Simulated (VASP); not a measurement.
Set up this calculation in VASP 6.6.1, as the native input.

| Quantity | Value |
| --- | --- |
| Task | relaxation of cell and atoms |
| Functional | r2SCAN |
| Potentials or basis | VASP PAW PBE potentials, release 64 (Ga_d, Sb) |
| Cutoff | 600 eV |
| k mesh | 10 × 10 × 10 |
| Occupations | gaussian, width 0.03 eV |
| Spin | no spin polarisation |
| Further INCAR settings | ALGO = Normal; EDIFF = 1e-07; IBRION = 2; EDIFFG = -0.005; NSW = 90; ISIF = 3 |

The structure of GaSb lies in POSCAR:

```
GaSb                                    
1.0
    0.0000000000      3.0670332161      3.0670332161
    3.0670332161      0.0000000000      3.0670332161
    3.0670332161      3.0670332161      0.0000000000
  Ga              Sb            
     1     1
Direct
     0.0000000000000000    0.0000000000000000    0.0000000000000000
     0.2500000000000000    0.2500000000000000    0.2500000000000000
```

These files were run (other wordings do the same):

INCAR

```
SYSTEM = GaSb
PREC = Accurate ; ENCUT = 600
EDIFF = 1E-7 ; ISMEAR = 0
SIGMA = 0.03 ; LREAL = .FALSE.
LASPH = .TRUE. ; NELM = 80
ALGO = Normal ; ISIF = 3
LWAVE = .FALSE. ; LCHARG = .FALSE.
METAGGA = R2SCAN ; LMIXTAU = .TRUE.
IBRION = 2 ; NSW = 90
EDIFFG = -0.005
```

KPOINTS

```
regular mesh
0
G
  10 10 10
  0 0 0
```

Potentials or basis: VASP PAW PBE potentials, release 64 (Ga_d, Sb).

Run with:

```sh
$ cat potpaw_PBE.64/Ga_d/POTCAR potpaw_PBE.64/Sb/POTCAR > POTCAR
$ mpirun -np 1 vasp_std > vasp.out
```

It gave:

| Property | Result |
| --- | --- |
| Pressure after relaxing | 0.0 GPa |
| Band gap on the k mesh | 0.39 eV, direct |

Caveat: the relaxation stopped at its first step, so nothing moved; the PAW data sets were made with another functional, which shifts forces and pressure a little; spin-orbit coupling is left out, which moves the levels of the heavy elements.

Wall time 110 s on 1 thread of Intel(R) Xeon(R) Platinum 8488C (Sapphire Rapids), on a shared host, peak memory 0.24 GiB.
